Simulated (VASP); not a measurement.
Input:

```xyz
4
Lattice="1.8988 -3.2888 0.0000 1.8988 3.2888 0.0000 0.0000 0.0000 6.2204" Properties=species:S:1:pos:R:3 pbc="T T T"
Zn     1.8988    -1.0963     3.1109
Zn     1.8988     1.0963     0.0007
S      1.8988    -1.0963     5.4421
S      1.8988     1.0963     2.3319
```

Computed with AM05 GGA, VASP's PBE PAW potentials (set 64) (plane waves; VASP 6.6.1). Run with 520 eV cut-off, 8×8×4 Γ-centred mesh, tetrahedra with Blöchl corrections, potentials Zn S.

Predict the energy per atom (σ→0).

The energy per atom (σ→0) comes out as -344.3 kJ/mol of atoms.

Total energies compare only between runs with the same potentials, cut-off and functional.

The compound is ZnS in the wurtzite structure, the high-temperature form. It was relaxed first.
